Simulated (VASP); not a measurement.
Crystal: BeZn2Te3.

```
Be Zn Te
1.0
     4.93900    0.00000    0.00000
    -2.46950    4.27730    0.00000
     0.00000    0.00000    7.99353
Be Zn Te
1 2 3
Direct
  0.00000 0.00000 0.00000
  0.33333 0.66667 0.19835
  0.33333 0.66667 0.80165
  0.00000 0.00000 0.50000
  0.66667 0.33333 0.50000
  0.33333 0.66667 0.50000
```

The cell was built by a generator and needn't be a form met in nature.

```yaml
Program: VASP 6.6.1
Task: relaxation of cell and atoms
Functional: PBE
Potentials_or_basis: VASP PAW PBE potentials, release 64 (Be, Zn, Te)
Cutoff: 520 eV
k_mesh: 3 × 3 × 2
Occupations: gaussian, width 0.15 eV
Spin: no spin polarisation
```

At the start: pressure 13.8 GPa; volume 28.14 Å³/atom.

**Question.** Where does the relaxation end?

**Answer.** Over 6 steps the energy falls by 445.0 meV/atom and the volume is 33.53 Å³/atom (+19.1 %); space group P-6m2 (No. 187, to 0.05 Å).

The path:
| step | energy change (eV) | largest force (eV/Å) | pressure (GPa) | volume (Å³) |
| --- | --- | --- | --- | --- |
| 1 | 0.0000 | 3.4614 | 13.81 | 168.87 |
| 2 | -2.1741 | 0.7934 | -2.44 | 234.81 |
| 3 | -2.2780 | 1.1662 | -0.94 | 217.74 |
| 4 | -2.4272 | 0.9380 | -0.75 | 213.27 |
| 5 | -2.6702 | 0.0925 | 0.07 | 200.18 |
| 6 | -2.6698 | 0.0663 | -0.03 | 201.15 |

Final structure:
```
Be Zn Te
1.0
     5.41318    0.00000    0.00000
    -2.70659    4.68795    0.00000
     0.00000    0.00000    7.92662
Be Zn Te
1 2 3
Direct
  0.00000 0.00000 0.00000
  0.33333 0.66667 0.15588
  0.33333 0.66667 0.84412
  0.00000 0.00000 0.50000
  0.66667 0.33333 0.50000
  0.33333 0.66667 0.50000
```

Caveat: the k mesh is coarse (spacing up to 0.49 Å⁻¹), so the values aren't converged; the volume moved by over 15 % at a fixed basis, so the end points are rough.
